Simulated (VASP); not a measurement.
Data:

```xyz
2
Lattice="0.0000 2.5539 2.5539 2.5539 0.0000 2.5539 2.5539 2.5539 0.0000" Properties=species:S:1:pos:R:3 pbc="T T T"
Sr     0.0000     0.0000     0.0000
O      2.5539     2.5539     2.5539
```

Method: PBE GGA with D3 dispersion (Becke-Johnson damping), VASP's PBE PAW potentials (set 64) (plane waves; VASP). Settings: 520 eV cut-off, 9×9×9 Γ-centred mesh, Gaussian smearing of 0.050 eV, potentials Sr_sv O.

Task: Give the stress tensor in GPa (positive for a compressed cell).

Result: 
```
2.94  0.00  0.00
0.00  2.94  0.00
0.00  0.00  2.94
```
The pressure is its mean diagonal, 2.94 GPa.

The compound is SrO in the rock salt structure. This cell is one point of a volume scan, at 0.97 of the reference volume.
